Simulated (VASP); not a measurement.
A convergence study with VASP on CdS (zinc blende): one setting is varied, all else stays as given below, so the limit is that of these other settings.

```
CELL_PARAMETERS angstrom
      0.00000     2.91000     2.91000
      2.91000     0.00000     2.91000
      2.91000     2.91000     0.00000
ATOMIC_POSITIONS crystal
  Cd 0.00000 0.00000 0.00000
  S  0.25000 0.25000 0.25000
```

Calculation: PBE GGA, VASP's PBE PAW potentials (set 64) (plane waves; VASP 6.6.1). The tightest run used: 550 eV cut-off, 17×17×17 Γ-centred mesh, Gaussian smearing of 0.050 eV, potentials Cd S.

The settings run are 1×1×1 mesh; 2×2×2 mesh; 3×3×3 mesh; 4×4×4 mesh; 5×5×5 mesh; 6×6×6 mesh; 7×7×7 mesh; 8×8×8 mesh; 9×9×9 mesh; 10×10×10 mesh; 11×11×11 mesh; 12×12×12 mesh; 13×13×13 mesh; 14×14×14 mesh; 15×15×15 mesh; 16×16×16 mesh; 17×17×17 mesh. From which on does the energy per atom stay within 0.002 eV/atom of the tightest run?

From 6×6×6 mesh on: it is off by 0.0013 there and by no more than 0.002 in any finer run, while 5×5×5 mesh is off by 0.0043.
| setting | E (eV/atom) | pressure (GPa) | irreducible k-points | difference judged (eV/atom) |
|---|---|---|---|---|
| 1×1×1 mesh | 2.3517 | 39.57 | 1 | 5.4088 |
| 2×2×2 mesh | -2.5772 | 7.03 | 3 | 0.4799 |
| 3×3×3 mesh | -2.9767 | 4.40 | 4 | 0.0804 |
| 4×4×4 mesh | -3.0402 | 3.83 | 8 | 0.0170 |
| 5×5×5 mesh | -3.0529 | 3.70 | 10 | 0.0043 |
| 6×6×6 mesh | -3.0559 | 3.67 | 16 | 0.0013 |
| 7×7×7 mesh | -3.0567 | 3.66 | 20 | 0.0004 |
| 8×8×8 mesh | -3.0570 | 3.66 | 29 | 0.0002 |
| 9×9×9 mesh | -3.0571 | 3.66 | 35 | 0.0001 |
| 10×10×10 mesh | -3.0571 | 3.66 | 47 | 0.0000 |
| 11×11×11 mesh | -3.0572 | 3.66 | 56 | 0.0000 |
| 12×12×12 mesh | -3.0572 | 3.66 | 72 | 0.0000 |
| 13×13×13 mesh | -3.0572 | 3.66 | 84 | 0.0000 |
| 14×14×14 mesh | -3.0572 | 3.66 | 104 | 0.0000 |
| 15×15×15 mesh | -3.0572 | 3.66 | 120 | 0.0000 |
| 16×16×16 mesh | -3.0572 | 3.66 | 145 | 0.0000 |
| 17×17×17 mesh | -3.0572 | 3.66 | 165 | 0.0000 |

Left out are rungs that failed or repeat a setting and relaxations that didn't move; long series are thinned to 24 rows.

The compound is CdS in the zinc blende structure, a metastable form; wurtzite is the usual one. The cell was not relaxed at this level.
